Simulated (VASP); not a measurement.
Calculation: PBEsol GGA, VASP's PBE PAW potentials (set 64) (plane waves; VASP 6.6.1).

The input files of a VASP run:

File POSCAR:
```
La
1
    1.7448679651    -3.0222001674    -0.0000000000
    1.7448679651     3.0222001674    -0.0000000000
    0.0000000000     0.0000000000    11.1271459111
La
4
Direct
  0.0000000000   0.0000000000   0.5000000000
  0.0000000000   0.0000000000   0.0000000000
  0.3333330000   0.6666670000   0.2500000000
  0.6666670000   0.3333330000   0.7500000000
```

**INCAR**
```
! general
SYSTEM  = La
PREC    = Accurate
ENCUT   = 500
LREAL   = .False.
LASPH   = .True.

! electronic loop
EDIFF   = 1E-6
NELM    = 100
ALGO    = Normal
LMAXMIX = 6

! smearing
ISMEAR  = 1
SIGMA   = 0.1

! functional
GGA     = PS

! ions
IBRION  = 2
NSW     = 40
ISIF    = 3
EDIFFG  = -0.02
PSTRESS = 50

! output
LWAVE   = .False.
LCHARG  = .False.
```

**KPOINTS**
```
Regular mesh
0
Gamma
  10 10 3
```

POTCAR, in this order: La (PBE.64 set). Program: vasp_std.

What will the output report for the number of irreducible k-points (NKPTS), largest plane-wave count, number of space-group operations, FFT grid (NGX, NGY, NGZ)?

```yaml
number of irreducible k-points (NKPTS): 28
largest_plane_wave_count: 3013
number_of_space_group_operations: 24
FFT grid (NGX, NGY, NGZ): 28 × 28 × 84
```

The compound is La in the dhcp structure. It was relaxed first under an external pressure of 5 GPa.
